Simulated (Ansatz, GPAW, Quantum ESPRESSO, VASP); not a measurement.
Ni3Al (Pm-3m, 4 atoms in the cell) computed with different codes at matched settings

Self-consistent single point.

```yaml
crystal:
  lattice:
    - [3.57000, 0.00000, 0.00000]
    - [0.00000, 3.57000, 0.00000]
    - [0.00000, 0.00000, 3.57000]
  atoms:
    - { symbol: Al, position: [0.00000, 0.00000, 0.00000] }
    - { symbol: Ni, position: [0.00000, 0.50000, 0.50000], spin: 0.5 }
    - { symbol: Ni, position: [0.50000, 0.00000, 0.50000], spin: 0.5 }
    - { symbol: Ni, position: [0.50000, 0.50000, 0.00000], spin: 0.5 }
```
(The spins are starting values, not results.)

Shared settings, as Ansatz (a program for electronic structure) writes them: kpoints.mp_grid.grid = 7 7 7; scf.occupations.method = gaussian; scf.occupations.width = 0.136 eV. Potentials and cutoffs stand in the table.

```csv
code,model,pressure (GPa),size of the net moment (μB/atom),cutoff
Ansatz,"LDA (PW92), default PAW files made with PBE",-14.31,0.14,default
GPAW,"LDA (Perdew-Wang 92), GPAW PAW datasets LDA (gpaw-data 1.0.1)",-13.15,0.14,800 eV
VASP,"LDA (PZ), VASP's LDA PAW potentials (set 64)",-14.02,0.11,300 eV
Quantum ESPRESSO,"LDA (PZ), PSlibrary ultrasoft (LDA) pseudopotentials",-14.84,0.08,50 Ry
```

On Ansatz's run: the magnetic order is the one reached from the typed start; others were not searched systematically.

The spread over the programs that give each value: pressure within 1.69 GPa; size of the net moment within 0.06 μB/atom.

Ansatz's pressure is given at a fixed set of plane waves, as the other plane-wave codes print theirs; with its correction for the finite basis it is -14.21 GPa. The same LDA comes in different parametrisations, which differ slightly. In the pressure, GPAW (by 1.02) lies more than 1 GPa from the median of the plane-wave programs.

VASP's run is marked for a possible Pulay error in its stress at this cutoff; no cutoff test was made.

The starting cell has typed, rounded lattice constants, without a prior relaxation at this level.

Left out of this page: Elk, FLEUR and SIESTA (not drawn, or without a comparable value).

Keys are those of Ansatz 0.2.
